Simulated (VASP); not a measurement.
Data:

```xyz
3
Lattice="1.5130 -2.6206 0.0000 1.5130 2.6206 0.0000 0.0000 0.0000 3.2295" Properties=species:S:1:pos:R:3 pbc="T T T"
Ti     1.5130    -2.6206     0.0000
B      1.5130     0.8735     1.6148
B      1.5130    -0.8735     1.6148
```

These are r2SCAN meta-GGA, VASP's PBE PAW potentials (set 64) (plane waves; VASP 6.6.1) values and carry that method's errors. Settings: 600 eV cut-off, 10×10×10 Γ-centred mesh, first-order Methfessel-Paxton smearing of 0.10 eV, potentials Ti_sv B.

Each relaxation starts from this cell; other phases were not tried.

### Question
The cell is relaxed at 20 GPa. What happens?

### Answer
The volume per atom goes from 8.54 to 7.98 Å³ (-6.6 %), and the cell becomes a = b = 2.9679 Å, c = 3.1374 Å, α = β = 90.00°, γ = 120.00°, space group P6/mmm.

### Question
The cell is relaxed at 30 GPa. What happens?

### Answer
The volume per atom goes from 8.54 to 7.75 Å³ (-9.2 %), and the cell becomes a = b = 2.9429 Å, c = 3.1007 Å, α = β = 90.00°, γ = 120.00°, space group P6/mmm.

Failed runs are left out, and for metals the shear rows, which the mesh's noise covers.

The compound is TiB2 in the AlB2 type structure.
